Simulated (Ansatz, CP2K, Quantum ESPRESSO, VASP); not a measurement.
**Equation of state of SiO under PBE**

Space group Pm-3m (No. 221). a = 2.807 Å, b = 2.807 Å, c = 2.807 Å, α = 90.00°, β = 90.00°, γ = 90.00°
| atom | site | symmetry | x | y | z |
| --- | --- | --- | --- | --- | --- |
| Si | 1a | m-3m | 0.0000 | 0.0000 | 0.0000 |
| O | 1b | m-3m | 0.5000 | 0.5000 | 0.5000 |

The cell comes from a database or a generator and needn't be the stable form of this composition.

The cell was scaled at fixed shape and fractions and run with CP2K, POTENTIAL_UZH Si GTH-PBE-q4, O GTH-PBE-q6; TZVP-MOLOPT-PBE-GTH basis; PBE, k mesh 9 × 9 × 9 on the cell of 2 atoms, fermi-dirac occupations of 0.05 eV, no spin polarisation, no spin-orbit coupling. Energies are those that the program minimises, any entropy of the smearing included. For a metal such a mesh isn't converged to the digits shown.

```csv
V (Å³/atom),energy over the lowest row (meV/atom)
10.3947,19.145
10.6158,?
10.8370,2.296
11.0582,0.000
11.2793,1.320
11.5005,5.898
11.7217,13.450
```

Problem. Fit the third-order Birch-Murnaghan form, give V0, B0 and B′, and predict the energy left open.

Solution. With y = (V0/V)^(2/3), E = E0 + (9 V0 B0/16) [(y - 1)³ B′ + (y - 1)² (6 - 4y)]. Least squares through the rows shown give V0 = 11.0848 Å³/atom, E0 = -0.020 meV, B0 = 129.0 GPa (1 eV/Å³ = 160.218 GPa) and B′ = 3.80, with a largest miss of 0.006 meV. At V = 10.6158 the form with these constants gives 8.540 meV; the run gave 8.568 meV an atom. Other set-ups at this level, from all their volumes (Å³/atom, GPa): Ansatz, Ansatz PAW (earlier soft set): V0 11.070, B0 129.8; Quantum ESPRESSO, SSSP 1.3 efficiency PBE: V0 11.072, B0 129.4; VASP, PBE PAW files O, Si, 520 eV: V0 11.080, B0 129.1.
